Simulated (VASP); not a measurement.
Input:

```xyz
64
Lattice="10.9371 0.0000 0.0000 0.0000 10.9371 0.0000 0.0000 0.0000 10.9371" Properties=species:S:1:pos:R:3 pbc="T T T"
Si     5.4685     0.0000     0.0000
Si     6.8357     1.3671     1.3671
Si     8.2028     2.7343     0.0000
Si     9.5699     4.1014     1.3671
Si     8.2028     0.0000     2.7343
Si     9.5699     1.3671     4.1014
Si     0.0000     0.0000     0.0000
Si     1.3671     1.3671     1.3671
Si     2.7343     2.7343     0.0000
Si     4.1014     4.1014     1.3671
Si     5.4685     5.4685     0.0000
Si     6.8357     6.8357     1.3671
Si     8.2028     8.2028     0.0000
Si     9.5699     9.5699     1.3671
Si     2.7343     0.0000     2.7343
Si     4.1014     1.3671     4.1014
Si     5.4685     2.7343     2.7343
Si     6.8404     4.1485     4.1414
Si     8.2028     5.4685     2.7343
Si     9.5699     6.8357     4.1014
Si     5.4685     0.0000     5.4685
Si     6.8357     1.3671     6.8357
Si     8.2028     2.7343     5.4685
Si     9.5699     4.1014     6.8357
Si     8.2028     0.0000     8.2028
Si     9.5699     1.3671     9.5699
Si     0.0000     5.4685     0.0000
Si     1.3671     6.8357     1.3671
Si     2.7343     8.2028     0.0000
Si     4.1014     9.5699     1.3671
Si     0.0000     2.7343     2.7343
Si     1.3671     4.1014     4.1014
Si     2.7343     5.4685     2.7343
Si     4.1121     6.8549     4.1055
Si     5.4685     8.2028     2.7343
Si     6.8357     9.5699     4.1014
Si     0.0000     0.0000     5.4685
Si     1.3671     1.3671     6.8357
Si     2.7343     2.7343     5.4685
Si     4.1136     4.1486     6.8524
Si     6.8117     6.7944     6.8532
Si     8.2028     8.2028     5.4685
Si     9.5699     9.5699     6.8357
Si     2.7343     0.0000     8.2028
Si     4.1014     1.3671     9.5699
Si     5.4685     2.7343     8.2028
Si     6.8357     4.1014     9.5699
Si     8.2028     5.4685     8.2028
Si     9.5699     6.8357     9.5699
Si     0.0000     8.2028     2.7343
Si     1.3671     9.5699     4.1014
Si     0.0000     5.4685     5.4685
Si     1.3671     6.8357     6.8357
Si     2.7343     8.2028     5.4685
Si     4.1014     9.5699     6.8357
Si     0.0000     2.7343     8.2028
Si     1.3671     4.1014     9.5699
Si     2.7343     5.4685     8.2028
Si     4.1014     6.8357     9.5699
Si     5.4685     8.2028     8.2028
Si     6.8357     9.5699     9.5699
Si     0.0000     8.2028     8.2028
Si     1.3671     9.5699     9.5699
Bi     5.4632     5.4408     5.5074
```
Cell charge +2.

The numbers are results of PBE GGA, VASP's PBE PAW potentials (set 64) (plane waves; VASP), not measurements. Settings: PREC = Normal, LREAL = Auto, ISYM = 0, NELECT = 255.0, EDIFF = 1E-5, 400 eV cut-off, 1×1×1 Γ-centred mesh, Gaussian smearing of 0.050 eV, potentials Si Bi. Starting moments (MAGMOM): 64*0.0156. The cell's moment is fixed (NUPDOWN = 1).

The cell is charged, with a uniform compensating background. The supercell is sampled at Γ alone, which is coarse: total energies, pressure and levels can be off, energies of defects by several tenths of an eV.

The ions are relaxed. Predict the relaxed structure.

```xyz
64
Lattice="10.9371 0.0000 0.0000 0.0000 10.9371 0.0000 0.0000 0.0000 10.9371" Properties=species:S:1:pos:R:3 pbc="T T T"
Si     5.4679     0.0004     0.0015
Si     6.8420     1.3518     1.3558
Si     8.2051     2.7299    10.9368
Si     9.5861     4.0963     1.3554
Si     8.2054    10.9358     2.7317
Si     9.5880     1.3520     4.0976
Si    10.9364    10.9360    10.9344
Si     1.3690     1.3691     1.3702
Si     2.7323     2.7318     0.0013
Si     4.1030     4.1025     1.3626
Si     5.4673     5.4670     0.0003
Si     6.8366     6.8368     1.3589
Si     8.2050     8.2051    10.9361
Si     9.5695     9.5698     1.3701
Si     2.7324     0.0030     2.7319
Si     4.1037     1.3621     4.1044
Si     5.4572     2.6974     2.6957
Si     6.9880     3.9561     3.9563
Si     8.2432     5.4843     2.6937
Si     9.5804     6.8377     4.1047
Si     5.4678     0.0001     5.4662
Si     6.8349     1.3594     6.8366
Si     8.2435     2.6940     5.4810
Si     9.5814     4.1019     6.8383
Si     8.2037     0.0014     8.2036
Si     9.5695     1.3686     9.5708
Si    10.9349     5.4677     0.0027
Si     1.3509     6.8426     1.3546
Si     2.7305     8.2061     0.0000
Si     4.0958     9.5890     1.3543
Si     0.0018     2.7319     2.7312
Si     1.3598     4.1031     4.1038
Si     2.6957     5.4560     2.6942
Si     3.9523     6.9894     3.9529
Si     5.4833     8.2435     2.6927
Si     6.8370     9.5799     4.1050
Si    10.9342    10.9359     5.4664
Si     1.3500     1.3496     6.8435
Si     2.6927     2.6937     5.4550
Si     3.9438     3.9490     6.9970
Si     6.9881     6.9870     6.9948
Si     8.2407     8.2402     5.4559
Si     9.5854     9.5874     6.8438
Si     2.7318    10.9358     8.2043
Si     4.0963     1.3504     9.5910
Si     5.4810     2.6925     8.2441
Si     6.8361     4.1011     9.5837
Si     8.2445     5.4528     8.2448
Si     9.5889     6.8426     9.5902
Si    10.9365     8.2062     2.7316
Si     1.3510     9.5900     4.0978
Si    10.9369     5.4676     5.4663
Si     1.3571     6.8374     6.8367
Si     2.6936     8.2441     5.4801
Si     4.1029     9.5807     6.8378
Si    10.9369     2.7310     8.2049
Si     1.3492     4.0969     9.5930
Si     2.6891     5.4845     8.2468
Si     4.1021     6.8378     9.5845
Si     5.4547     8.2443     8.2445
Si     6.8423     9.5898     9.5905
Si    10.9367     8.2056     8.2035
Si     1.3686     9.5699     9.5706
Bi     5.4634     5.4672     5.4761
```
Cell charge +2. The cell ends with 1.00 μB, on the first 30 sites 0.01 0.01 0.01 0.01 0.01 0.01 0.01 0.01 0.01 0.01 0.01 0.01 0.01 0.01 0.01 0.01 0.01 0.01 0.01 0.01 0.01 0.01 0.01 0.01 0.01 0.01 0.01 0.01 0.01 0.01 μB.

How much energy does the relaxation gain?

The energy (σ→0) changes by -38.0 meV/atom, in 10 ionic steps.

The cell is a supercell with a defect, built from Si (diamond): Bi_Si, charge +2.
